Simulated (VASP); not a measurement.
```
CELL_PARAMETERS angstrom
      3.14779     0.00000     0.00000
      0.00000     3.14779     0.00000
      0.00000     0.00000     3.14779
ATOMIC_POSITIONS crystal
  Zn 0.50000 0.50000 0.50000
  Au 0.00000 0.00000 0.00000
```

These are TPSS meta-GGA, VASP's PBE PAW potentials (set 64) (plane waves; VASP 6.6.1) values and carry that method's errors. Numerical set-up: 520 eV cut-off, 13×13×13 Γ-centred mesh, tetrahedra with Blöchl corrections, potentials Zn Au.

Question: Give the energies of bands 6 to 14 at the high-symmetry points, in eV from the Fermi level.

Answer: 
```tsv
band	Γ	X	M	R
6	-7.63	-7.48	-6.53	-6.50
7	-5.54	-5.88	-5.16	-6.50
8	-5.54	-5.50	-4.17	-6.50
9	-3.81	-4.98	-4.17	-3.18
10	-3.81	-4.98	-3.23	-3.18
11	-3.81	-3.96	-2.00	1.47
12	5.05	-2.41	-2.00	3.71
13	5.05	10.27	0.87	3.74
14	5.05	11.18	2.50	3.74
```

It has no gap at this level: it comes out as a metal or semimetal.

The compound is AuZn in the CsCl type structure. It was relaxed first. The electron count is odd and the run is not spin-polarised, which forces a metal.
